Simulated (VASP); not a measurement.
Consider the following.

```xyz
2
Lattice="2.8927 0.0000 0.0000 0.0000 2.8927 0.0000 0.0000 0.0000 2.8927" Properties=species:S:1:pos:R:3 pbc="T T T"
Al     1.4463     1.4463     1.4463
Ni     0.0000     0.0000     0.0000
```

All values below come from PBE GGA, VASP's PBE PAW potentials (set 64) (plane waves; VASP 6.6.1). Numerical set-up: 400 eV cut-off, 14×14×14 Γ-centred mesh, tetrahedra with Blöchl corrections, potentials Al Ni.

### Question
What does the run give for the energy per atom (σ→0), band gap (on the k-mesh) with the smallest direct gap where there is one?

### Answer

```json
{
  "band gap (on the k-mesh)": "none (metal, semimetal or under 0.01 eV)",
  "energy per atom (σ→0)": "-5.270 eV/atom"
}
```

Only differences to runs with the same potentials and settings are physical.

The compound is NiAl in the CsCl type structure. It was relaxed first. The run is not spin-polarised, so no magnetic state was tried. The electron count is odd and the run is not spin-polarised, which forces a metal.
